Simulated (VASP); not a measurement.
Consider the following.

```
PtSe2
1.0
    1.89016    -3.27384     0.00000
    1.89016     3.27384     0.00000
    0.00000     0.00000     7.86459
Pt Se
1 2
Direct
  0.00000   0.00000   0.00000
  0.33333   0.66667   0.16600
  0.66667   0.33333   0.83400
```

All values below come from RPBE GGA, VASP's PBE PAW potentials (set 64) (plane waves; VASP). Run with 520 eV cut-off, 6×6×3 Γ-centred mesh, Gaussian smearing of 0.050 eV, potentials Pt Se.

Without a dispersion term in the relaxation, distances and binding between the weakly bound layers, chains or molecules are unreliable, and so is what depends on them.

### Question
Estimate the energy per atom (σ→0).

### Answer

The energy per atom (σ→0) is -4.371 eV/atom.

The absolute energy has meaning only against runs of the same code, potentials and settings.

The compound is PtSe2 in the 1T layered structure. It was relaxed first, which changed the volume by +59 %. The start is the result of an earlier pass.
